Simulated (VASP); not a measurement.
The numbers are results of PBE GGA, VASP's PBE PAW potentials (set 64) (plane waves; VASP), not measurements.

A VASP calculation is set up with these files.

KPOINTS:
```
k-points along high-symmetry lines
15
Line-mode
Reciprocal
  0.000000   0.000000   0.000000 ! GAMMA
  0.000000   0.500000   0.000000 ! X

  0.000000   0.500000   0.000000 ! X
  0.500000   0.500000   0.000000 ! M

  0.500000   0.500000   0.000000 ! M
  0.000000   0.000000   0.000000 ! GAMMA

  0.000000   0.000000   0.000000 ! GAMMA
  0.500000   0.500000   0.500000 ! R

  0.500000   0.500000   0.500000 ! R
  0.000000   0.500000   0.000000 ! X

  0.500000   0.500000   0.500000 ! R
  0.500000   0.500000   0.000000 ! M
```

**POSCAR**
```
Be3ZnSe4
1
    5.3224724076    -0.0000000000     0.0000000000
    0.0000000000     5.3224724076     0.0000000000
   -0.0000000000     0.0000000000     5.3224724076
Zn Se Be
1 4 3
Direct
  1.0000000000   0.0000000000   1.0000000000
  0.2627996629   0.2627996629   0.2627996629
  0.7372003371   0.7372003371   0.2627996629
  0.7372003371   0.2627996629   0.7372003371
  0.2627996629   0.7372003371   0.7372003371
  0.5000000000   0.5000000000   1.0000000000
  0.5000000000   0.0000000000   0.5000000000
  1.0000000000   0.5000000000   0.5000000000
```

### INCAR
```
# general
SYSTEM  = Be3ZnSe4
PREC    = Accurate
ENCUT   = 400
LREAL   = .FALSE.
LASPH   = .TRUE.
ICHARG  = 11

# electronic loop
EDIFF   = 1E-6
NELM    = 100
ALGO    = Normal
LMAXMIX = 4

# smearing
ISMEAR  = 0
SIGMA   = 0.05

# functional
GGA     = PE

# output
LWAVE   = .FALSE.
LCHARG  = .FALSE.
```

POTCAR, in this order: Zn Se Be (PBE.64 set). Program: vasp_std. Read from the step before: CHGCAR.

What VASP printed:

**OUTCAR**
```
 ion  position               nearest neighbor table
   1  0.000  0.000  0.000-   2 2.42   3 2.42   4 2.42   5 2.42
   2  0.263  0.263  0.263-   6 2.27   7 2.27   8 2.27   1 2.42
   3  0.737  0.737  0.263-   6 2.27   7 2.27   8 2.27   1 2.42
   4  0.737  0.263  0.737-   6 2.27   7 2.27   8 2.27   1 2.42
   5  0.263  0.737  0.737-   6 2.27   7 2.27   8 2.27   1 2.42
   6  0.500  0.500  0.000-   2 2.27   3 2.27   4 2.27   5 2.27
   7  0.500  0.000  0.500-   2 2.27   3 2.27   4 2.27   5 2.27
   8  0.000  0.500  0.500-   2 2.27   3 2.27   4 2.27   5 2.27
  LATTYP: Found a simple cubic cell.
 ALAT       =     5.3224724076
 Subroutine PRICEL returns:
 Original cell was already a primitive cell.
 Subroutine GETGRP returns: Found 24 space group operations
The static configuration has the point symmetry T_d .
The dynamic configuration has the point symmetry T_d .
 Subroutine INISYM returns: Found 24 space group operations
   k-points           NKPTS =     90   k-points in BZ     NKDIM =     90   number of bands    NBANDS=     26
   number of dos      NEDOS =    301   number of ions     NIONS =      8
   total plane-waves  NPLWV =  46656
   dimension x,y,z NGX =    36 NGY =   36 NGZ =   36
   dimension x,y,z NGXF=    72 NGYF=   72 NGZF=   72
   ions per type =               1   4   3
   PREC   = accura    normal or accurate (medium, high low for compatibility)
   ISTART =      0    job   : 0-new  1-cont  2-samecut
   ICHARG =     11    charge: 1-file 2-atom 10-const
   ISPIN  =      1    spin polarized calculation?
   LNONCOLLINEAR =      F non collinear calculations
   LSORBIT =      F    spin-orbit coupling
   INIWAV =      1    electr: 0-lowe 1-rand  2-diag
   ENCUT  =  400.0 eV  29.40 Ry    5.42 a.u.   8.68  8.68  8.68*2*pi/ulx,y,z
   NELM   =    100;   NELMIN=  2; NELMDL= -5     # of ELM steps
   EDIFF  = 0.1E-05   stopping-criterion for ELM
   LREAL  =      F    real-space projection
   NLSPLINE    = F    spline interpolate recip. space projectors
   LMAXMIX     =    4 max onsite mixed and CHGCAR
   VOSKOWN=      0    Vosko Wilk Nusair interpolation
   EDIFFG = 0.1E-04   stopping-criterion for IOM
   NSW    =      0    number of steps for IOM
   NBLOCK =      1;   KBLOCK =      1    inner block; outer block
   IBRION =     -1    ionic relax: 0-MD 1-quasi-New 2-CG
   NFREE  =      0    steps in history (QN), initial steepest desc. (CG)
   ISIF   =      2    stress and relaxation
   ISYM   =      2    0-nonsym 1-usesym 2-fastsym
   TEIN   =    0.0    initial temperature
   TEBEG  =    0.0;   TEEND  =   0.0 temperature during run
   SMASS  =  -3.00    Nose mass-parameter (am)
   PSTRESS=    0.0 pullay stress
   NELECT =      42.0000    total number of electrons
   EFERMI =   0.00;   METHOD = LEGACY
   ISMEAR =     0;   SIGMA  =   0.05  broadening in eV -4-tet -1-fermi 0-gaus
   IALGO  =     38    algorithm
   LDIAG  =      T    sub-space diagonalisation (order eigenvalues)
   IMIX   =      4    mixing-type and parameters
     AMIX     =   0.40;   BMIX     =  1.00
     AMIX_MAG =   1.60;   BMIX_MAG =  1.00
     AMIN     =   0.10
   GGA     = PE    functional components
   VOSKOWN =     0    Vosko Wilk Nusair interpolation
   LHFCALC =     F    Hartree Fock is set to
   LHFONE  =     F    Hartree Fock one center treatment
   AEXX    =    0.0000 exact exchange contribution
   IVDW    =     0    specifies the selected vdW correction
   LEPSILON=     F    determine dielectric tensor
   LRPA    =     F    only Hartree local field effects (RPA)
  energy-cutoff  :      400.00
  volume of cell :      150.78
      direct lattice vectors                 reciprocal lattice vectors
     5.322472408  0.000000000  0.000000000     0.187882609  0.000000000  0.000000000
     0.000000000  5.322472408  0.000000000     0.000000000  0.187882609  0.000000000
     0.000000000  0.000000000  5.322472408     0.000000000  0.000000000  0.187882609
 k-point     1 :   0.0000 0.0000 0.0000  plane waves:    2777
 k-point     2 :   0.0000 0.0357 0.0000  plane waves:    2757
 k-point     3 :   0.0000 0.0714 0.0000  plane waves:    2765
 k-point     4 :   0.0000 0.1071 0.0000  plane waves:    2753
...
```

### OSZICAR
```
       N       E                     dE             d eps       ncg     rms          rms(c)
DAV:   1     0.224295353848E+03    0.22430E+03   -0.15783E+04  4680   0.124E+03
DAV:   2    -0.866400733315E+01   -0.23296E+03   -0.22632E+03  5522   0.273E+02
DAV:   3    -0.307225767977E+02   -0.22059E+02   -0.21862E+02  5766   0.913E+01
DAV:   4    -0.311376170162E+02   -0.41504E+00   -0.41428E+00  5982   0.129E+01
DAV:   5    -0.311423173095E+02   -0.47003E-02   -0.46982E-02  6040   0.125E+00
DAV:   6    -0.311423911589E+02   -0.73849E-04   -0.73839E-04  5994   0.146E-01
DAV:   7    -0.311423930000E+02   -0.18410E-05   -0.18409E-05  5932   0.197E-02
DAV:   8    -0.311423930636E+02   -0.63625E-07   -0.63382E-07  4706   0.311E-03
   1 F= -.31142393E+02 E0= -.31142393E+02  d E =-.213094E-10
```

**OUTCAR**
```
 val. band max:        2.6697190703   @ k =   0.0000   0.0000   0.0000

 cond. band min:       5.4185178481   @ k =   0.0000   0.0000   0.0000



 k-point     1 :       0.0000    0.0000    0.0000
  band No.  band energies     occupation
      1     -10.8619      2.00000
      2      -9.3373      2.00000
      3      -9.3373      2.00000
      4      -9.3373      2.00000
      5      -3.5412      2.00000
      6      -3.5412      2.00000
      7      -3.4833      2.00000
      8      -3.4833      2.00000
      9      -3.4833      2.00000
     10      -2.4517      2.00000
     11      -2.0403      2.00000
     12      -2.0403      2.00000
     13       0.0753      2.00000
     14       0.0753      2.00000
     15       0.0753      2.00000
     16       0.2588      2.00000
     17       0.2588      2.00000
     18       0.2588      2.00000
     19       2.6697      2.00000
     20       2.6697      2.00000
     21       2.6697      2.00000
     22       5.4185      0.00000
     23       5.4185      0.00000
     24       5.4185      0.00000
     25       5.6107      0.00000
     26       6.1961      0.00000

 k-point     2 :       0.0000    0.0357    0.0000
  band No.  band energies     occupation
      1     -10.8582      2.00000
      2      -9.3436      2.00000
      3      -9.3370      2.00000
      4      -9.3370      2.00000
      5      -3.5419      2.00000
      6      -3.5403      2.00000
      7      -3.4841      2.00000
      8      -3.4831      2.00000
      9      -3.4831      2.00000
     10      -2.4422      2.00000
     11      -2.0381      2.00000
     12      -2.0321      2.00000
     13       0.0671      2.00000
     14       0.0713      2.00000
     15       0.0713      2.00000
     16       0.2460      2.00000
     17       0.2594      2.00000
     18       0.2594      2.00000
     19       2.6358      2.00000
     20       2.6591      2.00000
     21       2.6591      2.00000
     22       5.4221      0.00000
     23       5.4400      0.00000
...
```

The density is held fixed in this step, so its total energy and stress have no physical meaning.

The structure was generated: Be3ZnSe4 was put into an ordered model structure (P-43m), which need not be its known phase. It was relaxed first.
